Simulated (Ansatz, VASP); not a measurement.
# AlNi3: VASP beside Ansatz, part 3 of 3

Wanted: the spread between two codes on one cell, functional and k mesh. The cell is taken from a series of VASP runs on this material, whose earlier steps may have relaxed, scaled or displaced it; both programs get it as it stands.

VASP 6.6.1 and Ansatz 0.2.0.

So far. Step 4 (Differences): The walks stopped with 0.00 GPa left in Ansatz and -0.06 GPa in VASP; each walk ends within a tolerance, so the volume difference is uncertain by about these residues over the bulk modulus, most in soft cells.

## 5. VASP: relaxation of cell and atoms, r2SCAN with rVV10

Level of this step: r2SCAN with rVV10, spin-polarised from a ferromagnetic start; plane waves and PAW (Ni, Al) (VASP).

The relaxed volume is the usual yardstick between codes: its relative difference is about their pressure difference at one cell divided by the bulk modulus. The cell compared in this pair holds 43.54 Å³, against 43.82 Å³ for the pair before.

File INCAR:

```
SYSTEM = AlNi3
PREC = Accurate
ENCUT = 450
EDIFF = 1E-06
NELM = 100
ISMEAR = 1
SIGMA = 0.15
LREAL = .FALSE.
ALGO = Normal
METAGGA = R2SCAN
LUSE_VDW = .TRUE.
IVDW_NL = 2
BPARAM = 11.95
CPARAM = 0.0093
LASPH = .TRUE.
NBANDS = 26
ISPIN = 2
MAGMOM = 1 1 1 0
LMAXMIX = 4
LORBIT = 11
LWAVE = .FALSE.
LCHARG = .FALSE.
KPAR = 8
IBRION = 2
NSW = 50
ISIF = 3
EDIFFG = -0.006
```

File POSCAR:

```
AlNi3
1.0
    3.5181157906      0.0000000000      0.0000000000
    0.0000000000      3.5181157906      0.0000000000
    0.0000000000      0.0000000000      3.5181157906
Ni Al
3 1
Direct
    0.5000000000      0.5000000000      0.0000000000
    0.5000000000      0.0000000000      0.5000000000
    0.0000000000      0.5000000000      0.5000000000
    0.0000000000      0.0000000000      0.0000000000
```

File KPOINTS:

```
Automatic mesh
0
Gamma
10 10 10
0 0 0
```

Potentials, in the order of the species: Ni and Al (PBE family, release 64).

Command:

```bash
mpirun -np 8 vasp_std
```

Numbers of over 12 decimals in the logs are rounded to 6 here.

What it wrote:

```text
[banner, memory and clock lines left out]
running    8 mpi-ranks, on    1 nodes
[...]
[... a notice as in an earlier step ...]

|                                                                             |
|               ----> ADVICE to this user running VASP <----                  |
|                                                                             |
|     You have switched on vdW-DFT.                                           |
|     This routine was written and supplied by Jiri Klimes. We recommend      |
|     that you carefully read and cite the following publications:            |
|       J. Klimes, D.R. Bowler, A. Michelides                                 |
|          J. Phys.: Cond Matt. 22 022201 (2010)                              |
|       J. Klimes, D.R. Bowler, A. Michelides                                 |
|          Phys. Rev. B. 83, 195131 (2011)                                    |
|     and references therein.                                                 |
[...]
Total rVV10 correction in eV:      0.7971405    38.8319131
Total rVV10 correction in eV:      0.7971405    38.8319131
Total rVV10 correction in eV:      0.7971405    38.8319131
DAV:  14    -0.435030354023E+02    0.44859E-07   -0.33884E-06  5612   0.220E-02
Total rVV10 correction in eV:      0.7971576    38.8319131
Total rVV10 correction in eV:      0.7971576    38.8319131
Total rVV10 correction in eV:      0.7971576    38.8319131
Total rVV10 correction in eV:      0.7971576    38.8319131
Total rVV10 correction in eV:      0.7971576    38.8319131
Total rVV10 correction in eV:      0.7971576    38.8319131
Total rVV10 correction in eV:      0.7971576    38.8319131
Total rVV10 correction in eV:      0.7971576    38.8319131
Total rVV10 correction in eV:      0.7971437    38.8319131
Total rVV10 correction in eV:      0.7971437    38.8319131
Total rVV10 correction in eV:      0.7971437    38.8319131
Total rVV10 correction in eV:      0.7971437    38.8319131
Total rVV10 correction in eV:      0.7971437    38.8319131
Total rVV10 correction in eV:      0.7971437    38.8319131
Total rVV10 correction in eV:      0.7971437    38.8319131
Total rVV10 correction in eV:      0.7971437    38.8319131
   1 F= -.43503035E+02 E0= -.43503487E+02  d E =-.435030E+02  mag=     0.8895
[...]
reached required accuracy - stopping structural energy minimisation
```

Parts of OUTCAR (step 5):

```text
  Total       -0.0186698     -0.0186698     -0.0186698      0.0000000     -0.0000000      0.0000000
  in kB       -0.6869431     -0.6869431     -0.6869431      0.0000000     -0.0000000      0.0000000
  external PRESSURE =      -0.6869431 kB  Pullay stress =       0.0000000 kB

 POSITION                                       TOTAL-FORCE (eV/Angst)
 -----------------------------------------------------------------------------------
      1.75906      1.75906      0.00000         0.000000      0.000000      0.000000
      1.75906      0.00000      1.75906         0.000000      0.000000      0.000000
      0.00000      1.75906      1.75906         0.000000      0.000000      0.000000
      0.00000      0.00000      0.00000         0.000000      0.000000      0.000000
 -----------------------------------------------------------------------------------
    total drift:                                0.000000     -0.000000     -0.000000

  FREE ENERGIE OF THE ION-ELECTRON SYSTEM (eV)
  ---------------------------------------------------
  free  energy   TOTEN  =       -43.5030354023 eV

  energy  without entropy=      -43.5043906700  energy(sigma->0) =      -43.50348716

 magnetization (x)
# of ion       s       p       d       tot
------------------------------------------
    1       -0.008  -0.026   0.365   0.331
    2       -0.008  -0.026   0.365   0.331
    3       -0.008  -0.026   0.365   0.331
    4       -0.002  -0.014   0.000  -0.016
--------------------------------------------------
tot         -0.025  -0.092   1.094   0.977

[... 2 parts as in an earlier step ...]

[... 2 further parts left out ...]
[key lines of the parts left out:]
E-fermi :   9.8766
```

## 6. Ansatz: relaxation of cell and atoms, r2SCAN with rVV10

The same cell, functional, mesh and smearing now go to Ansatz, which takes its cutoff from its data sets.

The cell is taken from a series of VASP runs on this material, whose earlier steps may have relaxed, scaled or displaced it; both programs get it as it stands.

File input.yaml:

```yaml
crystal:
  lattice:
    - [3.5181157906, 0.0, 0.0]
    - [0.0, 3.5181157906, 0.0]
    - [0.0, 0.0, 3.5181157906]
  atoms:
    - { symbol: Ni, position: [0.5, 0.5, 0.0], spin: 1.0 }
    - { symbol: Ni, position: [0.5, 0.0, 0.5], spin: 1.0 }
    - { symbol: Ni, position: [0.0, 0.5, 0.5], spin: 1.0 }
    - { symbol: Al, position: [0.0, 0.0, 0.0] }
hamiltonian:
  xc: r2scan
  pseudopotentials: { kind: paw }
  dispersion: rvv10
magnetization:
  spin_polarized: true
kpoints:
  mp_grid: { grid: [10, 10, 10] }
scf:
  occupations: { method: methfessel_paxton, width: 0.15 }
relax:
  f_tol: 0.01
  max_steps: 60
  cell: { stress_tol: 0.05 }
output:
  forces: true
  stress: true
```

Command:

```bash
ansatz run input.yaml --threads 4 --pin off --max-ram 9216MiB --backend cpu --events-out ev --progress --plain --runs-dir out
```

What it wrote:

```text
[...]
Crystal: 4 atoms, lattice volume = 43.544 Å³
Basis set: ecut = 500 eV, 1141 PW (Γ), exchange–correlation on 120×120×120 points (64 copies of the dense FFT grid, shifted against one another)
Bands: 36, of which v1, the nominal top of the filled ones, is band 29 counted from 1 (28 counted from 0)
Symmetry: 48 space group operations
[...]
--- Relaxed structure (3 steps of the walk, 3 accepted, 1 SCFs on fresh bases) ---
[...]
cell:  # Å, volume = 43.4714 Å³
    - [3.516154, 0, 0]
    - [0, 3.516154, 0.0]
    - [0, 0.0, 3.516154]
  atoms:
    - { symbol: Ni, position: [0.500000, 0.500000, 0] }
    - { symbol: Ni, position: [0.500000, 0, 0.500000] }
    - { symbol: Ni, position: [0, 0.500000, 0.500000] }
    - { symbol: Al, position: [0, 0, 0] }
[key lines of the parts left out:]
SCF converged after 8 iterations
Magnetization: 0.9200 μB (28.9600 up, 28.0400 down)
Free energy (F): -18074.639061 eV
Fermi energy:    16.469284 eV
P = ⅓ Tr σ = -0.0033 GPa (-0.033 kbar)
```

Elapsed: 25 s, on 4 threads of Arm Neoverse V2, shared host; peak memory 0.62 GiB; 96 s of CPU time.

## 7. Side by side

Compared:

```
                                         quantity  Ansatz   VASP  difference
                                      volume (Å³)   43.47  43.54     -0.17 %
edge a after relaxation, in the typed setting (Å)   3.516  3.518     -0.05 %
                                total moment (μB)    0.92   0.89       +0.03
                               moment on Ni1 (μB)    0.37   0.33       +0.04
                               moment on Ni2 (μB)    0.37   0.33       +0.04
                               moment on Ni3 (μB)    0.37   0.33       +0.04
```

The walks stopped with 0.00 GPa left in Ansatz and -0.07 GPa in VASP; each walk ends within a tolerance, so the volume difference is uncertain by about these residues over the bulk modulus, most in soft cells.

## 8. Summary of results

```
difference in volume (relaxation of cell and atoms, r2SCAN)            : -0.046 %
difference in volume (relaxation of cell and atoms, r2SCAN with rVV10) : -0.17 %
```

In words: The difference in volume is -0.17 % (relaxation of cell and atoms, r2SCAN with rVV10), within the 1.2 % picked in this series as the mark of a large difference, as far as the stopping tolerances let one tell. How closely two codes agree says nothing of how well the functional describes the real material.

[Lines on the potential files, build, host, timing and source positions are cut from VASP's logs without a mark.]

[Logs are printed without paths, hosts, clocks, repeated set-up lines and the standing remarks that a program may print on its own settings, such as how far it seeks lower states.]

[Hosts, paths, dates, database ids (printed as entryN), source tags and the programs' standing remarks are cut or masked in the printed files.]
